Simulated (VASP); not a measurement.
A convergence study with VASP on CdSe (zinc blende): a few settings are varied, all else stays as given below, so the limit is that of these other settings. The cell's lengths are 1 % over those of the tabulated start and one atom is moved, so it is off equilibrium.

```yaml
crystal:
  lattice:
    - [0.00000, 3.05525, 3.05525]
    - [3.05525, 0.00000, 3.05525]
    - [3.05525, 3.05525, 0.00000]
  atoms:
    - { symbol: Cd, position: [0.00000, 0.00000, 0.00000] }
    - { symbol: Se, position: [0.24008, 0.25992, 0.25992] }
```

Level of theory: PBEsol GGA, VASP's PBE PAW potentials (set 64) (plane waves; VASP). The last row used: ADDGRID = .TRUE., 500 eV cut-off, 8×8×8 Γ-centred mesh, Gaussian smearing of 0.050 eV, potentials Cd Se.

Gaps are read on the run's mesh, which can miss a band edge.

```
setting                                         E (eV/atom)  pressure (GPa)  gap on the mesh (eV)  plane waves
----------------------------------------------  -----------  --------------  --------------------  -----------
ADDGRID = unset, ENCUT = 200, PREC = Low            -2.7501          -44.15                 0.408          380
ADDGRID = unset, ENCUT = 200, PREC = Normal         -2.7488          -44.15                 0.407          380
ADDGRID = .TRUE., ENCUT = 200, PREC = Normal        -2.7489          -44.16                 0.407          380
ADDGRID = .TRUE., ENCUT = 200, PREC = Accurate      -2.7463          -44.26                 0.407          380
ADDGRID = unset, ENCUT = 300, PREC = Low            -3.0846           -0.33                 0.423          692
ADDGRID = unset, ENCUT = 300, PREC = Normal         -3.0831           -0.36                 0.423          692
ADDGRID = .TRUE., ENCUT = 300, PREC = Normal        -3.0832           -0.35                 0.423          692
ADDGRID = .TRUE., ENCUT = 300, PREC = Accurate      -3.0833           -0.36                 0.423          692
ADDGRID = unset, ENCUT = 400, PREC = Low            -3.0847           -0.68                 0.428         1056
ADDGRID = unset, ENCUT = 400, PREC = Normal         -3.0833           -0.70                 0.428         1056
ADDGRID = .TRUE., ENCUT = 400, PREC = Normal        -3.0833           -0.70                 0.428         1056
ADDGRID = .TRUE., ENCUT = 400, PREC = Accurate      -3.0833           -0.70                 0.428         1056
ADDGRID = unset, ENCUT = 500, PREC = Low            -3.0856           -0.31                 0.430         1459
ADDGRID = unset, ENCUT = 500, PREC = Normal         -3.0841           -0.32                 0.429         1459
ADDGRID = .TRUE., ENCUT = 500, PREC = Normal        -3.0842           -0.33                 0.429         1459
ADDGRID = .TRUE., ENCUT = 500, PREC = Accurate      -3.0842           -0.33                 0.429         1459
```

Left out are rungs that failed or repeat a setting and relaxations that didn't move; long series are thinned to 24 rows.

The compound is CdSe in the zinc blende structure, whereas wurtzite is the usual form. The cell was not relaxed at this level, it is distorted from the ideal structure.
